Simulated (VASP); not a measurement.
All values below come from optB86b-vdW, VASP's PBE PAW potentials (set 64) (plane waves; VASP).

VASP ran on this input.

File KPOINTS:
```
K-points
0
gamma
7 7 7
```

### POSCAR
```
PbS
1
    0.0000000000     2.9700000000     2.9700000000
    2.9700000000     0.0000000000     2.9700000000
    2.9700000000     2.9700000000     0.0000000000
Pb S
1 1
Direct
  0.0000000000   0.0000000000   0.0000000000
  0.5000000000   0.5000000000   0.5000000000
```

**INCAR**
```
! general
SYSTEM    =  PbS
PREC      =  Accurate
ENCUT     =  520   ! plane-wave cut-off (eV)
LREAL     =  F
LASPH     =  T   ! aspherical one-centre terms

! electronic loop
EDIFF     =  1E-6
NELM      =  100   ! most electronic steps
ALGO      =  Normal   ! blocked Davidson
LMAXMIX   =  4   ! l cut-off of mixed one-centre charges

! smearing
ISMEAR    =  0
SIGMA     =  0.05   ! width (eV)

! functional
GGA       =  MK
LUSE_VDW  =  T
AGGAC     =  0.0
PARAM1    =  0.1234
PARAM2    =  1.0

! ions
IBRION    =  2   ! conjugate gradients
NSW       =  60
ISIF      =  3   ! ions, shape and volume
EDIFFG    =  -0.01   ! ionic stop

! output
LWAVE     =  F
LCHARG    =  F
```

POTCAR, in this order: Pb_d S (PBE.64 set). Program: vasp_std.

The resulting files:

OSZICAR:
```
       N       E                     dE             d eps       ncg     rms          rms(c)
DAV:   1     0.160932810277E+03    0.16093E+03   -0.98138E+03   560   0.150E+03
DAV:   2     0.930641725361E+01   -0.15163E+03   -0.14822E+03   578   0.356E+02
DAV:   3    -0.439071905550E+01   -0.13697E+02   -0.13358E+02   752   0.109E+02
DAV:   4    -0.474001621594E+01   -0.34930E+00   -0.34907E+00   590   0.203E+01
DAV:   5    -0.475420944594E+01   -0.14193E-01   -0.14193E-01   840   0.409E+00    0.453E+00
DAV:   6    -0.427953947569E+01    0.47467E+00   -0.15056E+00   814   0.956E+00    0.323E+00
DAV:   7    -0.428214818426E+01   -0.26087E-02   -0.14148E-01   584   0.218E+00    0.188E+00
DAV:   8    -0.428549772937E+01   -0.33495E-02   -0.15553E-02   614   0.159E+00    0.279E-01
DAV:   9    -0.428504228066E+01    0.45545E-03   -0.31422E-03   844   0.578E-01    0.774E-02
DAV:  10    -0.428521421777E+01   -0.17194E-03   -0.32203E-04   590   0.130E-01    0.478E-02
DAV:  11    -0.428522034518E+01   -0.61274E-05   -0.53101E-05   696   0.924E-02    0.126E-02
DAV:  12    -0.428522096013E+01   -0.61495E-06   -0.33238E-06   692   0.204E-02
   1 F= -.42852210E+01 E0= -.42852210E+01  d E =-.428522E+01
       N       E                     dE             d eps       ncg     rms          rms(c)
DAV:   1    -0.429591329182E+01   -0.10693E-01   -0.33169E-01   692   0.108E+01    0.595E-01
DAV:   2    -0.428692316173E+01    0.89901E-02   -0.19223E-02   692   0.253E+00    0.208E-01
DAV:   3    -0.428549350400E+01    0.14297E-02   -0.61899E-03   692   0.142E+00    0.522E-02
DAV:   4    -0.428549810455E+01   -0.46005E-05   -0.14098E-04   586   0.113E-01    0.286E-02
DAV:   5    -0.428549686237E+01    0.12422E-05   -0.21005E-05   728   0.559E-02    0.100E-02
DAV:   6    -0.428549596616E+01    0.89621E-06   -0.22503E-06   484   0.227E-02
   2 F= -.42854960E+01 E0= -.42854960E+01  d E =-.275006E-03
       N       E                     dE             d eps       ncg     rms          rms(c)
DAV:   1    -0.428607855479E+01   -0.58169E-03   -0.17458E-02   692   0.244E+00    0.137E-01
DAV:   2    -0.428559879249E+01    0.47976E-03   -0.10212E-03   686   0.586E-01    0.478E-02
DAV:   3    -0.428552471526E+01    0.74077E-04   -0.32604E-04   692   0.325E-01    0.123E-02
DAV:   4    -0.428552669168E+01   -0.19764E-05   -0.74752E-06   586   0.259E-02    0.655E-03
DAV:   5    -0.428552779865E+01   -0.11070E-05   -0.89443E-07   328   0.133E-02    0.183E-03
DAV:   6    -0.428552800300E+01   -0.20434E-06   -0.30594E-07   304   0.878E-03
   3 F= -.42855280E+01 E0= -.42855280E+01  d E =-.307043E-03
```

### OUTCAR
```
------------------------ aborting loop because EDIFF is reached ----------------------------------------
  FORCE on cell =-STRESS in cart. coord.  units (eV):
  Direction    XX          YY          ZZ          XY          YZ          ZX
  --------------------------------------------------------------------------------------
  Total       -0.0031530     -0.0031530     -0.0031530     -0.0000000     -0.0000000      0.0000000
  in kB       -0.0958592     -0.0958592     -0.0958592     -0.0000000     -0.0000000      0.0000000
  external PRESSURE =      -0.0958592 kB  Pullay stress =       0.0000000 kB
  volume of cell :       52.70
      direct lattice vectors                 reciprocal lattice vectors
     0.000000000  2.975722554  2.975722554    -0.168026417  0.168026417  0.168026417
     2.975722554  0.000000000  2.975722554     0.168026417 -0.168026417  0.168026417
     2.975722554  2.975722554  0.000000000     0.168026417  0.168026417 -0.168026417
  FREE ENERGIE OF THE ION-ELECTRON SYSTEM (eV)
  ---------------------------------------------------
  free  energy   TOTEN  =        -4.2855280030 eV

  energy  without entropy=       -4.2855280030  energy(sigma->0) =       -4.28552800

 reached required accuracy - stopping structural energy minimisation
```
(Selected blocks of OUTCAR.)

CONTCAR:
```
PbS
   1.00000000000000
     0.0000000000000000    2.9757225541046903    2.9757225541046903
     2.9757225541046903    0.0000000000000000    2.9757225541046903
     2.9757225541046903    2.9757225541046903    0.0000000000000000
  Pb              S
     1     1
Direct
     0.0000000000000000    0.0000000000000000    0.0000000000000000
     0.5000000000000000    0.5000000000000000    0.5000000000000000
```

The compound is PbS in the rock salt structure. This run relaxes it. Symmetry was kept, so distortions that lower it aren't found.
